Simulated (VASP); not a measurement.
The input files of a VASP run:

**POSCAR**
```
MnS
1
    0.0000000000     2.8174690000     2.8174690000
    2.8174690000     0.0000000000     2.8174690000
    2.8174690000     2.8174690000     0.0000000000
Mn S
1 1
Direct
  0.0000000000   0.0000000000   0.0000000000
  0.2500000000   0.2500000000   0.2500000000
```

KPOINTS:
```
Automatic mesh
0
Gamma
10 10 10
0 0 0
```

INCAR:
```
ALGO = Normal
EDIFF = 1E-6
EDIFFG = -0.01
ENCUT = 400
IBRION = 2
ISIF = 3
ISMEAR = 1
ISPIN = 2
LASPH = .True.
LCHARG = .False.
LMAXMIX = 4
LMIXTAU = .True.
LORBIT = 10
LREAL = .False.
LWAVE = .False.
MAGMOM = 4.0 0.0
METAGGA = R2SCAN
NELM = 100
NSW = 60
PREC = Accurate
SIGMA = 0.1
SYSTEM = MnS
```

POTCAR, in this order: Mn_pv S (PBE.64 set). Program: vasp_std.

Problem. Write an equivalent input for Ansatz.

Solution. One equivalent input (not run):
Ansatz 0.2 input:
```yaml
crystal:
  lattice:
    - [0.0000000, 2.8174690, 2.8174690]
    - [2.8174690, 0.0000000, 2.8174690]
    - [2.8174690, 2.8174690, 0.0000000]
  atoms:
    - { symbol: Mn, position: [0.0000000, 0.0000000, 0.0000000], spin: 4 }
    - { symbol: S, position: [0.2500000, 0.2500000, 0.2500000] }
kpoints:
  mp_grid: { grid: [10, 10, 10] }
hamiltonian:
  xc: r2scan
  pseudopotentials: { kind: paw }
magnetization: { spin_polarized: true }
scf:
  occupations: { method: methfessel_paxton, width: 0.1 }
  max_iter: 100
relax:
  max_steps: 60
  f_tol: 0.01
  cell: {}
output: { forces: true, stress: true, eigenvalues: true }
```
What does not carry over: each code has its own PAW files, so the cut-off isn't converted (ENCUT is set for VASP's; basis.ecutwfc is left out, and Ansatz then takes the one that its files recommend); Ansatz stops its SCF on the density residual and VASP on the energy change (EDIFF).

The structure was generated: MnS was put into the zinc blende type (F-43m), which need not be its known phase. This run relaxes it. Symmetry was kept, so distortions that lower it aren't found.
